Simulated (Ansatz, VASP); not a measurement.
# Ga14Ge17O55 (amorphous 29Ga2O3-71GeO2 (mol %)): VASP beside Ansatz

Aim: how closely do two programs agree when they are given the same cell, functional and k mesh? The cell is taken from a series of runs on this material, whose earlier steps may have relaxed, scaled, displaced or heated it; both programs get it as it stands.

Method: plane waves, with VASP 6.6.1 beside it; single point at PBEsol, in Ansatz 0.2.0.

## (1) Starting point

The cell holds 86 atoms: 14 Ga, 17 Ge and 55 O. Its edges and angles: a = 10.551 Å, b = 10.551 Å, c = 10.551 Å, α = 90.0°, β = 90.0°, γ = 90.0°. As first built, before any earlier steps moved the atoms (in the runner's words): 86 atoms (14 Fe, 17 Ge, 55 O) placed at random at 4.17 g/cm^3, melted at 5000 K for 10 ps at fixed volume with the Morse and Coulomb pair potential with partial charges (Pedone, Malavasi, Menziani, Cormack and Segre, J. Phys. Chem. B 110, 11780 (2006)). Quenched from 5000 K to 300 K at 100 K/ps and fixed volume, held 5 ps, then minimised at fixed cell. Then Fe was replaced by Ga and the cell scaled by 1.006 (the potential has no terms for the new elements, so the cell is a start for a DFT relaxation). The cell carries charge −1.

## (2) Ansatz: single point, PBEsol

Ansatz runs on its PAW soft_1 files.

With cell and atoms fixed, the geometry can't cause a difference; cores, projectors, grids and the points listed under the comparison can.

input.yaml reads:

```yaml
crystal:
  lattice:
    - [10.55103, 0.0, 0.0]
    - [0.0, 10.55103, 0.0]
    - [0.0, 0.0, 10.55103]
  atoms:
    - { symbol: Ga, position: [0.76203, 0.99849, 0.69141] }
    - { symbol: Ga, position: [0.32505, 0.79625, 0.97676] }
    - { symbol: Ga, position: [0.06576, 0.62471, 0.83653] }
    - { symbol: Ga, position: [0.13322, 0.91162, 0.81753] }
    - { symbol: Ga, position: [0.05355, 0.97538, 0.07026] }
    - { symbol: Ga, position: [0.73782, 0.82846, 0.18591] }
    - { symbol: Ga, position: [0.63667, 0.8177, 0.44514] }
    - { symbol: Ga, position: [0.92541, 0.92251, 0.45991] }
    - { symbol: Ga, position: [0.01145, 0.6722, 0.13751] }
    - { symbol: Ga, position: [0.82327, 0.68367, 0.62923] }
    - { symbol: Ga, position: [0.17175, 0.14666, 0.34077] }
    - { symbol: Ga, position: [0.32514, 0.07473, 0.06552] }
    - { symbol: Ga, position: [0.39976, 0.97665, 0.52] }
    - { symbol: Ga, position: [0.20224, 0.84969, 0.31852] }
    - { symbol: Ge, position: [0.00904, 0.32663, 0.83226] }
    - { symbol: Ge, position: [0.26156, 0.37058, 0.50306] }
    - { symbol: Ge, position: [0.10469, 0.65808, 0.54491] }
    - { symbol: Ge, position: [0.88556, 0.3003, 0.34788] }
    - { symbol: Ge, position: [0.77683, 0.29725, 0.63414] }
    - { symbol: Ge, position: [0.43273, 0.66753, 0.23259] }
    - { symbol: Ge, position: [0.49066, 0.00499, 0.80704] }
    - { symbol: Ge, position: [0.82331, 0.59331, 0.3693] }
    - { symbol: Ge, position: [0.63574, 0.35735, 0.98067] }
    - { symbol: Ge, position: [0.49997, 0.01775, 0.24441] }
    - { symbol: Ge, position: [0.39598, 0.35506, 0.20375] }
    - { symbol: Ge, position: [0.40515, 0.72669, 0.67869] }
    - { symbol: Ge, position: [0.76953, 0.1162, 0.13563] }
    - { symbol: Ge, position: [0.52372, 0.43314, 0.69055] }
    - { symbol: Ge, position: [0.07659, 0.10218, 0.61067] }
    - { symbol: Ge, position: [0.10064, 0.36862, 0.12777] }
    - { symbol: Ge, position: [0.77655, 0.6388, 0.9419] }
    - { symbol: O, position: [0.75843, 0.84754, 0.59077] }
    - { symbol: O, position: [0.15738, 0.50096, 0.49321] }
    - { symbol: O, position: [0.38944, 0.37295, 0.60961] }
    - { symbol: O, position: [0.09829, 0.82384, 0.17021] }
    - { symbol: O, position: [0.44314, 0.09738, 0.93495] }
    - { symbol: O, position: [0.85102, 0.3477, 0.77679] }
    - { symbol: O, position: [0.86014, 0.68454, 0.2312] }
    - { symbol: O, position: [0.71652, 0.76779, 0.02384] }
    - { symbol: O, position: [0.17679, 0.22149, 0.52277] }
    - { symbol: O, position: [0.70131, 0.64592, 0.47272] }
    - { symbol: O, position: [0.73742, 0.4883, 0.00304] }
    - { symbol: O, position: [0.43601, 0.06428, 0.66173] }
    - { symbol: O, position: [0.92961, 0.00356, 0.62777] }
    - { symbol: O, position: [0.18803, 0.73995, 0.87425] }
    - { symbol: O, position: [0.04013, 0.28638, 0.27254] }
    - { symbol: O, position: [0.99377, 0.94616, 0.90933] }
    - { symbol: O, position: [0.41766, 0.83499, 0.81603] }
    - { symbol: O, position: [0.43293, 0.16795, 0.19679] }
    - { symbol: O, position: [0.70424, 0.15167, 0.63406] }
    - { symbol: O, position: [0.64681, 0.9974, 0.15888] }
    - { symbol: O, position: [0.31766, 0.72596, 0.33709] }
    - { symbol: O, position: [0.54016, 0.98957, 0.4042] }
    - { symbol: O, position: [0.00707, 0.70103, 0.6868] }
    - { symbol: O, position: [0.55993, 0.34813, 0.83025] }
    - { symbol: O, position: [0.10241, 0.46078, 0.80406] }
    - { symbol: O, position: [0.48061, 0.81464, 0.55536] }
    - { symbol: O, position: [0.39511, 0.67257, 0.0697] }
    - { symbol: O, position: [0.522, 0.38128, 0.09567] }
    - { symbol: O, position: [0.3003, 0.30223, 0.34843] }
    - { symbol: O, position: [0.93155, 0.60005, 0.49899] }
    - { symbol: O, position: [0.2524, 0.70235, 0.62328] }
    - { symbol: O, position: [0.88803, 0.00122, 0.13512] }
    - { symbol: O, position: [0.07323, 0.79767, 0.44193] }
    - { symbol: O, position: [0.72894, 0.21732, 0.00943] }
    - { symbol: O, position: [0.65156, 0.96641, 0.81879] }
    - { symbol: O, position: [0.77597, 0.19208, 0.28564] }
    - { symbol: O, position: [0.94916, 0.6461, 0.97106] }
    - { symbol: O, position: [0.18036, 0.97807, 0.66393] }
    - { symbol: O, position: [0.66125, 0.41368, 0.59536] }
    - { symbol: O, position: [0.4895, 0.59289, 0.72849] }
    - { symbol: O, position: [0.03144, 0.06604, 0.43041] }
    - { symbol: O, position: [0.75855, 0.63035, 0.77859] }
    - { symbol: O, position: [0.27676, 0.99782, 0.39257] }
    - { symbol: O, position: [0.26189, 0.33364, 0.0979] }
    - { symbol: O, position: [0.42752, 0.50486, 0.28277] }
    - { symbol: O, position: [0.5806, 0.75426, 0.27226] }
    - { symbol: O, position: [0.78578, 0.88536, 0.35511] }
    - { symbol: O, position: [0.81555, 0.4437, 0.29976] }
    - { symbol: O, position: [0.3904, 0.92758, 0.15752] }
    - { symbol: O, position: [0.06749, 0.19104, 0.75788] }
    - { symbol: O, position: [0.09609, 0.52776, 0.1705] }
    - { symbol: O, position: [0.16733, 0.08864, 0.16361] }
    - { symbol: O, position: [0.23583, 0.95124, 0.96718] }
    - { symbol: O, position: [0.89858, 0.298, 0.51405] }
    - { symbol: O, position: [0.00898, 0.30441, 0.00192] }
total_charge: -1
kpoints:
  mp_grid: { grid: [1, 1, 1] }
hamiltonian:
  xc: pbesol
  pseudopotentials: { kind: paw, azcp: { folder: soft_1 }, xc_functional: pbe }
scf:
  occupations: { method: fermi_dirac, width: 0.01 }
  lower_state_search: "off"
output:
  forces: true
  stress: true
  populations: true
  dos:
    method: { smearing: { sigma: 0.08 } }
    de: 0.1
    projected: { site_lists: { Ga: [Ga], Ge: [Ge], O: [O] } }
  eigenvalues: true
  write_density: true
  write_potential: true
  volumetric_format: npy
magnetization:
  spin_polarized: true
  initial_magnetization: 1
```

Run with:

```console
> ansatz run input.yaml --threads 4 --pin off --max-ram 8192MiB --backend cpu --events-out ev --progress --plain --runs-dir out
```

Numbers of over 12 decimals in the logs are rounded to 6 here.

What it wrote:

```text
Engine: ansatz 0.2.0, x86_64-unknown-linux-gnu
Pseudopotentials: kind: paw
Pseudopotential: Ga, paw, valence charge 13, recommended cutoff 420 eV (normal), soft_1/Ga.paw.azcp
Pseudopotential: Ge, paw, valence charge 14, recommended cutoff 420 eV (normal), soft_1/Ge.paw.azcp
Pseudopotential: O, paw, valence charge 6, recommended cutoff 420 eV (normal), soft_1/O.paw.azcp
Functional definition: PBEsol
  exchange = pbesol_x
  correlation = pbesol_c
Crystal: 86 atoms, lattice volume = 1174.585 Å³
Basis set: ecut = 420 eV, 22983 PW (Γ), exchange–correlation on 144×144×144 points (8 copies of the dense FFT grid, shifted against one another)
Bands: 462, of which v1, the nominal top of the filled ones, is band 376 counted from 1 (375 counted from 0)
Symmetry: 1 space group operations
Space group: P1 (ITA 1), of the structure as read, at distance tolerance 1.1e-4 Å
Magnetic group: BNS 1.1 (UNI 1), of the structure as read, at distance tolerance 1.1e-4 Å
k-points: 1
Non-local potential: Ga, projectors of the file, l = 0: 2, l = 1: 2, l = 2: 3, l = 3: 1
Non-local potential: Ge, projectors of the file, l = 0: 2, l = 1: 2, l = 2: 3, l = 3: 1
Non-local potential: O, projectors of the file, l = 0: 2, l = 1: 2, l = 2: 1
PAW form: soft (Blöchl's): semilocal exchange-correlation on the pseudo side does not see the compensation charge
PAW frozen core: Ga, regenerated for the run's functional, and the local potential with it (the file was generated under x = pbe(κ = 0.804, μ = 0.219515), c = pbe(β = 0.066725))
PAW frozen core: Ge, regenerated for the run's functional, and the local potential with it (the file was generated under x = pbe(κ = 0.804, μ = 0.219515), c = pbe(β = 0.066725))
PAW frozen core: O, regenerated for the run's functional, and the local potential with it (the file was generated under x = pbe(κ = 0.804, μ = 0.219515), c = pbe(β = 0.066725))
PAW one-centre angular grid: Ga, 590 points (default); XC on 64 Gauss nodes
PAW one-centre angular grid: Ge, 590 points (default); XC on 64 Gauss nodes
PAW one-centre angular grid: O, 110 points (default); XC on 64 Gauss nodes
Initial density: superposition of atomic densities (chi_scale 0.1, normalization cell, long waves kept (reshape's long-wave potential 0.84 eV rms))
Starting moments: Σ|m| = 1 μB on 86 of 86 sites
Initial wavefunctions: pseudopotential atomic-orbital guess
Functional: x = pbesol(κ = 0.804, μ = 0.123457), c = pbesol(β = 0.046)
SCF iter   1: F=—  HF=-155574.273813 eV  |F-HF|=—  |Δ(HF+E_count)|=         —  Δρ=4.77e-2 (↑4.57e-2 ↓4.77e-2)  dr2=6.88e1  dr2_m=2.13e-2  M=1.000 μB ∫|m|=1.077 μB  β_m=1.00  ethr=3.10e-3  ⟨swp⟩=6.0  Hψ=3688  notcnv=0
preconditioner: auto → Resta (q_TF=auto, 2.532 Å⁻¹)  ε∞=3.2  [insulator: Δε(μ)=1.122 eV  Ē_g=19.983 eV  σ=0.010 eV  W_gap=1.00  n_scr=340 (ndim 8)  ℏωp=29.7 eV  f_vac=0.113  D(μ)=0.00/eV (n_scr^D=0)  ε∞_Penn≈3.2]
spin=Collinear: Resta preconditioning applied to the charge; magnetization (m = ρ↑ − ρ↓) channel mixes plain (no charge-response kernel on spin).
SCF iter   2: F=—  HF=-155561.739556 eV  |F-HF|=—  |Δ(HF+E_count)|=         —  Δρ=3.03e-2 (↑3.03e-2 ↓3.03e-2)  dr2=2.79e1  dr2_m=1.45e-3  M=0.747 μB ∫|m|=0.855 μB  β_m=0.30  ethr=3.10e-3  ⟨swp⟩=3.0  Hψ=1658  notcnv=0  defer=160
Mixer restart at iter 2: flushing history
SCF iter   3: F=—  HF=-155557.108538 eV  |F-HF|=—  |Δ(HF+E_count)|=    4.63e0  Δρ=2.11e-2 (↑2.11e-2 ↓2.10e-2)  dr2=1.32e1  dr2_m=1.57e-3  M=0.704 μB ∫|m|=0.809 μB  β_m=0.30  ethr=3.10e-3  ⟨swp⟩=3.0  Hψ=778  notcnv=0  defer=160
SCF iter   4: F=—  HF=-155552.874554 eV  |F-HF|=—  |Δ(HF+E_count)|=    4.23e0  Δρ=5.09e-3 (↑5.09e-3 ↓4.87e-3)  dr2=7.50e-1  dr2_m=2.45e-3  M=0.625 μB ∫|m|=0.727 μB  β_m=0.30  ethr=1.76e-3  ⟨swp⟩=4.0  Hψ=1551  notcnv=0  defer=162
SCF iter   5: F=—  HF=-155552.800649 eV  |F-HF|=—  |Δ(HF+E_count)|=   7.39e-2  Δρ=1.87e-3 (↑1.77e-3 ↓1.87e-3)  dr2=1.35e-1  dr2_m=1.37e-3  M=0.611 μB ∫|m|=0.710 μB  β_m=0.30  ethr=9.99e-5  ⟨swp⟩=3.0  Hψ=1336  notcnv=0  defer=162
SCF iter   6: F=—  HF=-155552.866712 eV  |F-HF|=—  |Δ(HF+E_count)|=   6.61e-2  Δρ=1.46e-3 (↑1.34e-3 ↓1.46e-3)  dr2=5.87e-2  dr2_m=7.36e-4  M=0.603 μB ∫|m|=0.700 μB  β_m=0.30  ethr=1.79e-5  ⟨swp⟩=3.5  Hψ=1433  notcnv=0  defer=162
SCF iter   7: F=—  HF=-155552.914427 eV  |F-HF|=—  |Δ(HF+E_count)|=   4.77e-2  Δρ=4.75e-4 (↑3.93e-4 ↓4.75e-4)  dr2=7.66e-3  dr2_m=3.71e-4  M=0.594 μB ∫|m|=0.689 μB  β_m=0.30  ethr=7.82e-6  ⟨swp⟩=3.0  Hψ=1254  notcnv=0  defer=162
SCF iter   8: F=—  HF=-155552.918231 eV  |F-HF|=—  |Δ(HF+E_count)|=   3.80e-3  Δρ=2.38e-4 (↑2.38e-4 ↓2.10e-4)  dr2=1.65e-3  dr2_m=2.17e-4  M=0.585 μB ∫|m|=0.679 μB  β_m=0.30  ethr=1.02e-6  ⟨swp⟩=2.0  Hψ=1516  notcnv=0  defer=162
Mixer restart at iter 8: flushing history
[...]
k-point 0 ↓: bands = [... 372 lower, 4.5643, 4.5941, 4.7205, 6.2173, 7.9482, 8.1752, 8.2930, 8.3856, ... 82 higher]
--- Löwdin populations: 86 sites ---
  site symbol       q [e]    m [muB]
     0     Ga     11.9217     0.0082
     1     Ga     11.9473     0.0081
     2     Ga     11.9472     0.0065
     3     Ga     11.9754     0.0057
     4     Ga     11.9882     0.0073
     5     Ga     11.9830     0.0101
     6     Ga     11.9947     0.0108
     7     Ga     11.9892     0.0179
     8     Ga     11.9379     0.0108
     9     Ga     11.9603     0.0094
    10     Ga     12.0119     0.0123
    11     Ga     11.9653     0.0081
    12     Ga     11.9492     0.0100
    13     Ga     11.9825     0.0125
    14     Ge     12.5418     0.0059
    15     Ge     12.5543     0.0181
    16     Ge     12.5842     0.0187
    17     Ge     12.5425     0.0078
    18     Ge     12.5615     0.0053
    19     Ge     12.5634     0.0078
    20     Ge     12.5737     0.0051
    21     Ge     12.5603     0.0070
    22     Ge     12.5164     0.0078
    23     Ge     12.5820     0.0076
[...]
78      O      6.6464     0.0037
    79      O      6.6816     0.0013
    80      O      6.6681     0.0035
    81      O      6.6829     0.0030
    82      O      6.6666     0.0028
    83      O      6.6691     0.0011
    84      O      6.6646     0.0022
    85      O      6.6664     0.0032
  spilling = 0.004847 (of n_electrons = 751.000000)
```

In the SCF lines HF is the Harris–Foulkes energy and dr2 the Hartree energy of the density residual, in eV; the loop may stop once dr2 is under the threshold and the program's other checks hold. Hψ counts applications of the Hamiltonian.

(Continued in part 2 of 2.)

[Lines on the potential files, build, host, timing and source positions are cut from VASP's logs without a mark.]

[Logs are printed without paths, hosts, clocks, repeated set-up lines and the standing remarks that a program may print on its own settings, such as how far it seeks lower states.]

[Hosts, paths, dates, database ids (printed as entryN), source tags and the programs' standing remarks are cut or masked in the printed files.]
